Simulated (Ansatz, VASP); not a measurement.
# Cross-check of AsPb3N between VASP and Ansatz, part 2 of 2

Aim: how closely do two programs agree when they are given the same cell, functional and k mesh? The cell is generated by rule, not measured, and may not be a known phase. The two relaxations start from unlike cells of this crystal (the structure described is Ansatz's start), so only their ends are compared.

VASP 6.6.1 and Ansatz 0.2.0.

So far: The structure; Ansatz: relaxation of cell and atoms, r2SCAN.

## (3) VASP: relaxation of cell and atoms, r2SCAN

Level of this step: r2SCAN; plane waves and PAW (Pb_d, As, N); invented cell (VASP).

Its own start cell and the same functional, mesh and smearing now go to VASP, with its own data sets.

Lines of VASP's logs that name or quote its potential files are left out, and so is its time.

The input, INCAR:

```
SYSTEM = AsPb3N
PREC = Accurate
ENCUT = 660
EDIFF = 1E-07
NELM = 120
ISMEAR = 0
SIGMA = 0.1
LREAL = .FALSE.
ALGO = Normal
METAGGA = R2SCAN
LASPH = .TRUE.
NBANDS = 32
LORBIT = 11
LWAVE = .FALSE.
LCHARG = .FALSE.
ISIF = 3
IBRION = 2
NSW = 80
EDIFFG = -0.005
GGA_COMPAT = .FALSE.
NELMIN = 4
LMIXTAU = .TRUE.
KPAR = 2
```

The input, POSCAR:

```
AsPb3N
1.0
    5.4388008623      0.0000000000      0.0000000000
    0.0000000000      5.4388008623      0.0000000000
    0.0000000000      0.0000000000      5.4388008623
Pb As N
3 1 1
Direct
    0.0000000000      0.5000000000      0.5000000000
    0.5000000000      0.0000000000      0.5000000000
    0.5000000000      0.5000000000      0.0000000000
    0.5000000000      0.5000000000      0.5000000000
    0.0000000000      0.0000000000      0.0000000000
```

The input, KPOINTS:

```
Automatic mesh
0
Gamma
6 6 6
0 0 0
```

Potentials, in the order of the species: Pb_d, As and N (PBE family, release 64).

Launch:

```
$ mpirun -np 2 vasp_std
```

Numbers of over 12 decimals in the logs are rounded to 6 here.

What it wrote:

```text
[banner, memory and clock lines left out]
running    2 mpi-ranks, on    1 nodes
 distrk:  each k-point on    1 cores,    2 groups
 distr:  one band on    1 cores,    1 groups

 POSCAR found type information on POSCAR PbAsN
 POSCAR found :  3 types and       5 ions
|                                                                             |
|               ----> ADVICE to this user running VASP <----                  |
|                                                                             |
|     You enforced a specific xc type in the INCAR file but a different       |
|     [... a line on the potential file left out ...]
|     I HOPE YOU KNOW WHAT YOU ARE DOING!                                     |
|                                                                             |

 LDA part: xc-table for (None), standard interpolation
 POSCAR, INCAR and KPOINTS ok, starting setup
 FFT: planning ... GRIDC
 FFT: planning ... GRID_SOFT
 FFT: planning ... GRID
 WAVECAR not read
 entering main loop
       N       E                     dE             d eps       ncg     rms          rms(c)
DAV:   1     0.438895477339E+03    0.43890E+03   -0.28220E+04  1280   0.206E+03
DAV:   2    -0.130399263838E+03   -0.56929E+03   -0.55952E+03  1288   0.504E+02
DAV:   3    -0.197266091759E+03   -0.66867E+02   -0.64100E+02  1768   0.194E+02
DAV:   4    -0.201322409993E+03   -0.40563E+01   -0.39999E+01  1504   0.497E+01
DAV:   5    -0.201485439556E+03   -0.16303E+00   -0.16281E+00  1608   0.945E+00    0.111E+01
DAV:   6    -0.198319006899E+03    0.31664E+01   -0.69341E+01  1664   0.454E+01    0.190E+01
DAV:   7    -0.186927613875E+03    0.11391E+02   -0.29546E+01  1448   0.114E+01    0.359E+00
DAV:   8    -0.184656538408E+03    0.22711E+01   -0.28146E+00  1392   0.797E+00    0.181E+00
DAV:   9    -0.184905850918E+03   -0.24931E+00   -0.69057E-01  1304   0.528E+00    0.118E+00
DAV:  10    -0.184945977719E+03   -0.40127E-01   -0.81709E-02  1368   0.158E+00    0.344E-01
DAV:  11    -0.184926704696E+03    0.19273E-01   -0.37047E-02  1344   0.112E+00    0.287E-01
DAV:  12    -0.184948127010E+03   -0.21422E-01   -0.47709E-02  1296   0.137E+00    0.191E-01
DAV:  13    -0.184953724066E+03   -0.55971E-02   -0.93657E-03  1328   0.506E-01    0.386E-02
DAV:  14    -0.184954800164E+03   -0.10761E-02   -0.16008E-03  1496   0.210E-01    0.401E-02
DAV:  15    -0.184955551235E+03   -0.75107E-03   -0.50906E-04  1392   0.166E-01    0.557E-02
DAV:  16    -0.184955675033E+03   -0.12380E-03   -0.22050E-04  1344   0.698E-02    0.129E-02
DAV:  17    -0.184955686071E+03   -0.11039E-04   -0.15087E-05  1528   0.246E-02    0.105E-02
DAV:  18    -0.184955689357E+03   -0.32853E-05   -0.93114E-06  1328   0.129E-02    0.140E-03
DAV:  19    -0.184955690438E+03   -0.10810E-05   -0.20432E-06  1392   0.117E-02    0.969E-04
DAV:  20    -0.184955690676E+03   -0.23772E-06   -0.12234E-07  1056   0.238E-03    0.103E-03
DAV:  21    -0.184955690445E+03    0.23103E-06   -0.38311E-07  1040   0.439E-03    0.252E-04
DAV:  22    -0.184955690946E+03   -0.50128E-06   -0.27811E-07   976   0.392E-03    0.383E-04
DAV:  23    -0.184955690955E+03   -0.93423E-08   -0.85982E-09   760   0.934E-04
   1 F= -.18495569E+03 E0= -.18494875E+03  d E =-.184956E+03
 curvature:   0.00 expect dE= 0.000E+00 dE for cont linesearch  0.000E+00
 trial: gam= 0.00000 g(F)=  0.000E+00 g(S)=  0.122E-01 ort = 0.000E+00 (trialstep = 0.100E+01)
 search vector abs. value=  0.122E-01
 bond charge predicted
       N       E                     dE             d eps       ncg     rms          rms(c)
DAV:   1    -0.185148687385E+03   -0.19300E+00   -0.63686E+00  1592   0.347E+01    0.254E+00
DAV:   2    -0.185113072667E+03    0.35615E-01   -0.17117E+00  1392   0.852E+00    0.319E+00
DAV:   3    -0.184976268059E+03    0.13680E+00   -0.12114E+00  1536   0.230E+00    0.108E+00
DAV:   4    -0.184952110954E+03    0.24157E-01   -0.14106E-01  1496   0.375E+00    0.792E-02
DAV:   5    -0.184961131676E+03   -0.90207E-02   -0.10354E-02  1320   0.596E-01    0.821E-02
DAV:   6    -0.184961088795E+03    0.42881E-04   -0.17150E-03  1536   0.176E-01    0.525E-02
DAV:   7    -0.184961306799E+03   -0.21800E-03   -0.52142E-04  1416   0.106E-01    0.156E-02
DAV:   8    -0.184961357191E+03   -0.50392E-04   -0.12488E-04  1416   0.656E-02    0.978E-03
DAV:   9    -0.184961381339E+03   -0.24149E-04   -0.26276E-05  1504   0.296E-02    0.975E-03
DAV:  10    -0.184961380975E+03    0.36439E-06   -0.14745E-05  1344   0.206E-02    0.169E-03
DAV:  11    -0.184961386783E+03   -0.58081E-05   -0.27958E-06  1160   0.129E-02    0.876E-04
DAV:  12    -0.184961387929E+03   -0.11463E-05   -0.87705E-07  1048   0.656E-03    0.387E-04
DAV:  13    -0.184961388011E+03   -0.82057E-07   -0.25734E-07  1024   0.392E-03
   2 F= -.18496139E+03 E0= -.18495454E+03  d E =-.569706E-02
 trial-energy change:   -0.005697  1 .order   -0.005766   -0.012201    0.000669
 step:   0.9464(harm=  0.9480)  dis= 0.00000  next Energy=  -184.961406 (dE=-0.571E-02)
 bond charge predicted
       N       E                     dE             d eps       ncg     rms          rms(c)
DAV:   1    -0.184961943805E+03   -0.55588E-03   -0.17969E-02  1592   0.180E+00    0.136E-01
DAV:   2    -0.184961846081E+03    0.97724E-04   -0.44418E-03  1368   0.461E-01    0.176E-01
DAV:   3    -0.184961444252E+03    0.40183E-03   -0.33276E-03  1520   0.126E-01    0.608E-02
DAV:   4    -0.184961381165E+03    0.63087E-04   -0.41667E-04  1528   0.200E-01    0.410E-03
DAV:   5    -0.184961403953E+03   -0.22788E-04   -0.33449E-05  1312   0.345E-02    0.456E-03
DAV:   6    -0.184961406304E+03   -0.23515E-05   -0.50244E-06  1680   0.955E-03    0.277E-03
DAV:   7    -0.184961407793E+03   -0.14888E-05   -0.10311E-06  1096   0.512E-03    0.121E-03
DAV:   8    -0.184961407466E+03    0.32657E-06   -0.38277E-07  1048   0.321E-03    0.649E-04
DAV:   9    -0.184961407878E+03   -0.41176E-06   -0.18595E-07  1000   0.242E-03    0.729E-04
DAV:  10    -0.184961407904E+03   -0.25701E-07   -0.53318E-08   696   0.133E-03
   3 F= -.18496141E+03 E0= -.18495456E+03  d E =-.571695E-02
 curvature:  -0.47 expect dE=-0.536E-10 dE for cont linesearch -0.536E-10
 trial: gam= 0.00000 g(F)=  0.578E-63 g(S)=  0.113E-09 ort =-0.117E-05 (trialstep = 0.989E+00)
 search vector abs. value=  0.213E-09
 reached required accuracy - stopping structural energy minimisation
```

From OUTCAR (step 3):

```text
ion  position               nearest neighbor table
   1  0.000  0.500  0.500-   4 2.72   4 2.72   2 3.85   3 3.85   2 3.85   2 3.85   3 3.85   3 3.85
                             3 3.85   2 3.85
   2  0.500  0.000  0.500-   4 2.72   4 2.72   1 3.85   3 3.85   1 3.85   3 3.85   3 3.85   3 3.85
                             1 3.85   1 3.85
   3  0.500  0.500  0.000-   4 2.72   4 2.72   1 3.85   1 3.85   2 3.85   2 3.85   2 3.85   2 3.85
                             1 3.85   1 3.85
   4  0.500  0.500  0.500-   1 2.72   2 2.72   3 2.72   3 2.72   2 2.72   1 2.72
   5  0.000  0.000  0.000-

  LATTYP: Found a simple cubic cell.
 ALAT       =     5.4388008623

 Subroutine GETGRP returns: Found 48 space group operations
 (whereof 48 operations were pure point group operations)

The static configuration has the point symmetry O_h .

 Found     20 irreducible k-points:

   k-points           NKPTS =     20   k-points in BZ     NKDIM =     20   number of bands    NBANDS=     32

   dimension x,y,z NGX =    48 NGY =   48 NGZ =   48
   dimension x,y,z NGXF=    96 NGYF=   96 NGZF=   96

   ENCUT  =  660.0 eV  48.51 Ry    6.96 a.u.  11.39 11.39 11.39*2*pi/ulx,y,z

   NELECT =      52.0000    total number of electrons

 k-points in reciprocal lattice and weights: Automatic mesh
   0.00000000  0.00000000  0.00000000       0.005
   0.16666667  0.00000000  0.00000000       0.028
   0.33333333  0.00000000  0.00000000       0.028
   0.50000000  0.00000000  0.00000000       0.014
   0.16666667  0.16666667  0.00000000       0.056
   0.33333333  0.16666667  0.00000000       0.111
   0.50000000  0.16666667  0.00000000       0.056
   0.33333333  0.33333333  0.00000000       0.056
   0.50000000  0.33333333  0.00000000       0.056
[...]
0.50000000  0.50000000  0.33333333       0.028
   0.50000000  0.50000000  0.50000000       0.005

 average (electrostatic) potential at core
       1-100.3764       2-100.3764       3-100.3764       4 -56.1823       5 -67.8753

 E-fermi :   3.4680

 k-point     1 :       0.0000    0.0000    0.0000
  band No.  band energies     occupation
    ...
     22      -1.6432      2.00000
     23      -1.6432      2.00000
     24       2.9763      2.00000
     25       2.9763      2.00000
     26       2.9763      2.00000
     27       5.4023      0.00000
     28       5.4023      0.00000
     29       5.4023      0.00000
     30       5.9112      0.00000
     31       5.9112      0.00000
    ...

 k-point     2 :       0.1667    0.0000    0.0000
  band No.  band energies     occupation
    ...
     22      -1.5783      2.00000
     23      -0.3564      2.00000
     24       2.9528      2.00000
     25       2.9528      2.00000
     26       3.0677      2.00000
     27       5.1174      0.00000
     28       5.1423      0.00000
     29       5.1423      0.00000
     30       5.5200      0.00000
     31       5.7417      0.00000
    ...

 k-point     3 :       0.3333    0.0000    0.0000
  band No.  band energies     occupation
    ...
     22      -1.4384      2.00000
     23       1.7419      2.00000
     24       2.8527      2.00000
     25       2.8527      2.00000
     26       3.3230      1.95979
     27       4.6684      0.00000
     28       4.7764      0.00000
     29       4.7764      0.00000
     30       4.8685      0.00000
     31       5.4823      0.00000
    ...

  Total       -0.0000625     -0.0000625     -0.0000625     -0.0000000      0.0000000     -0.0000000
  in kB       -0.0006115     -0.0006115     -0.0006115     -0.0000000      0.0000000     -0.0000000
  external PRESSURE =      -0.0006115 kB  Pullay stress =       0.0000000 kB

  energy-cutoff  :      660.00
  volume of cell :      163.76
      direct lattice vectors                 reciprocal lattice vectors
     5.471044311  0.000000000 -0.000000000     0.182780461 -0.000000000 -0.000000000
     0.000000000  5.471044311 -0.000000000    -0.000000000  0.182780461 -0.000000000
     0.000000000  0.000000000  5.471044311     0.000000000  0.000000000  0.182780461

 POSITION                                       TOTAL-FORCE (eV/Angst)
 -----------------------------------------------------------------------------------
      0.00000      2.73552      2.73552         0.000000      0.000000      0.000000
      2.73552      0.00000      2.73552         0.000000      0.000000      0.000000
      2.73552      2.73552     -0.00000        -0.000000     -0.000000      0.000000
      2.73552      2.73552      2.73552        -0.000000     -0.000000     -0.000000
      0.00000      0.00000      0.00000        -0.000000     -0.000000      0.000000
 -----------------------------------------------------------------------------------
    total drift:                                0.000000      0.000000     -0.000000

  FREE ENERGIE OF THE ION-ELECTRON SYSTEM (eV)
  ---------------------------------------------------
  free  energy   TOTEN  =      -184.9614079038 eV

  energy  without entropy=     -184.9477144735  energy(sigma->0) =     -184.95456119

 reached required accuracy - stopping structural energy minimisation

 total charge
# of ion       s       p       d       tot
------------------------------------------
    1        1.413   0.667   9.812  11.892
    2        1.413   0.667   9.812  11.892
    3        1.413   0.667   9.812  11.892
    4        1.305   1.505   0.063   2.872
    5        1.345   1.941   0.000   3.286
--------------------------------------------------
tot          6.890   5.445  29.498  41.833

[... 3 further parts left out ...]
```

## (4) Differences

Known differences besides the potentials themselves: VASP keeps PBE cores, Ansatz makes them for the functional; the data sets hold 62 valence electrons in Ansatz (on its default PAW (the set named soft_2) files) and 52 in VASP; the cutoff is 500 eV in Ansatz and 660 eV in VASP; Ansatz adds a Pulay correction to the stress that steers its cell, VASP none. Total energies have different zeros and are not compared.

Both answers:

```csv
quantity,Ansatz,VASP,difference
volume (Å³),163.46,163.76,-0.19 %
"edge a after relaxation, in the typed setting (Å)",5.468,5.471,-0.06 %
```

## (5) What came out

| Property | Result |
| --- | --- |
| difference in volume (relaxation of cell and atoms, r2SCAN) | -0.19 % |

The difference in volume is -0.19 % (relaxation of cell and atoms, r2SCAN), within the 1.2 % picked in this series as the mark of a large difference, as far as the stopping tolerances let one tell. The data sets hold unlike numbers of valence electrons (62 in Ansatz and 52 in VASP), so part of the differences comes from the potentials. 1 further run of this series is not shown here. Such differences can come from data sets, numerical settings and the points named under the comparisons, not from the functional's error against experiment.

[Lines on the potential files, build, host, timing and source positions are cut from VASP's logs without a mark.]

[Logs are printed without paths, hosts, clocks, repeated set-up lines and the standing remarks that a program may print on its own settings, such as how far it seeks lower states.]

[Hosts, paths, dates, database ids (printed as entryN), source tags and the programs' standing remarks are cut or masked in the printed files.]
